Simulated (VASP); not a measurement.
# BaS (relaxed from the rock salt structure, space group Fm-3m): computed properties

The numbers are results of PBEsol GGA, VASP's PBE PAW potentials (set 64) (plane waves; VASP), not measurements.

| Property | Value |
|---|---|
| space group | Fm-3m (225) |
| cell | a = 6.362 Å, b = 6.362 Å, c = 6.362 Å, α = 90.00°, β = 90.00°, γ = 90.00° |
| volume per atom | 32.19 Å³/atom |
| band gap (over mesh and band path) | 1.96 eV |
| smallest direct gap (over mesh and band path) | 2.09 eV |
| band-edge character | indirect, Γ to X |
| density | 4.37 g/cm³ |

```yaml
crystal:
  lattice:
    - [0.00000, 3.18120, 3.18120]
    - [3.18120, 0.00000, 3.18120]
    - [3.18120, 3.18120, 0.00000]
  atoms:
    - { symbol: Ba, position: [0.00000, 0.00000, 0.00000] }
    - { symbol: S, position: [0.50000, 0.50000, 0.50000] }
```

Unless said otherwise, spin-orbit coupling is left out, though it shifts the bands of the heavy elements here.

The structure was generated: BaS was put into the rock salt type (Fm-3m), which need not be its known phase. It was relaxed first, which changed the volume by -22 %. Symmetry was kept, so distortions that lower it aren't found.
